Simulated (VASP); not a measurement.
VASP ran on this input.

### KPOINTS
```
Automatic mesh
0
Gamma
15 15 15
0 0 0
```

### INCAR
```
LCHARG  =  .False.
PREC  =  Accurate
ISMEAR  =  1
ALGO  =  Normal   # blocked Davidson
LWAVE  =  .False.
NELM  =  100   # most electronic steps
EDIFF  =  1E-6   # SCF stop (eV)
LASPH  =  .True.
LREAL  =  .False.   # projection in real space or not
LMAXMIX  =  4   # l cut-off of mixed one-centre charges
METAGGA  =  R2SCAN
SIGMA  =  0.1   # width (eV)
EDIFFG  =  -0.01   # ionic stop
ENCUT  =  520
IBRION  =  2   # conjugate gradients
SYSTEM  =  Rh
LMIXTAU  =  .True.
NSW  =  60   # most ionic steps
ISIF  =  3
```

POSCAR:
```
Rh
1
    0.0000000000     1.9000000000     1.9000000000
    1.9000000000     0.0000000000     1.9000000000
    1.9000000000     1.9000000000     0.0000000000
Rh
1
Direct
  0.0000000000   0.0000000000   0.0000000000
```

POTCAR, in this order: Rh_pv (PBE.64 set). Program: vasp_std.

**Question.** Write an equivalent input for Ansatz.

**Answer.** One equivalent input (not run):
Ansatz 0.2 input:
```yaml
crystal:
  lattice:
    - [0.0000000, 1.9000000, 1.9000000]
    - [1.9000000, 0.0000000, 1.9000000]
    - [1.9000000, 1.9000000, 0.0000000]
  atoms:
    - { symbol: Rh, position: [0.0000000, 0.0000000, 0.0000000] }
kpoints:
  mp_grid: { grid: [15, 15, 15] }
hamiltonian:
  xc: r2scan
  pseudopotentials: { kind: paw }
scf:
  occupations: { method: methfessel_paxton, width: 0.1 }
  max_iter: 100
relax:
  max_steps: 60
  f_tol: 0.01
  cell: {}
output: { forces: true, stress: true, eigenvalues: true }
```
Limits of the translation: each code has its own PAW files, so the cut-off isn't converted (ENCUT is set for VASP's; basis.ecutwfc is left out, and Ansatz then takes the one that its files recommend); Ansatz stops its SCF on the density residual and VASP on the energy change (EDIFF).

The compound is Rh in the fcc structure. This run relaxes it. Symmetry was kept, so distortions that lower it aren't found.
